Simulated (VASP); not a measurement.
Given:

```
CELL_PARAMETERS angstrom
      0.00000     2.10500     2.10500
      2.10500     0.00000     2.10500
      2.10500     2.10500     0.00000
ATOMIC_POSITIONS crystal
  Mg 0.00000 0.00000 0.00000
  O  0.50000 0.50000 0.50000
```

Level of theory: PBEsol GGA, VASP's PBE PAW potentials (set 64) (plane waves; VASP 6.6.1). Settings: 520 eV cut-off, Gaussian smearing of 0.050 eV, potentials Mg O.

Problem. Predict the band gap (along the path) with the smallest direct gap where there is one.

Solution. 
| Item | Value |
|---|---|
| band gap (along the path) | 4.65 eV |
| smallest direct gap (along the path) | 4.65 eV |

Only differences to runs with the same potentials and settings are physical.

The compound is MgO in the rock salt structure. The cell was not relaxed at this level.
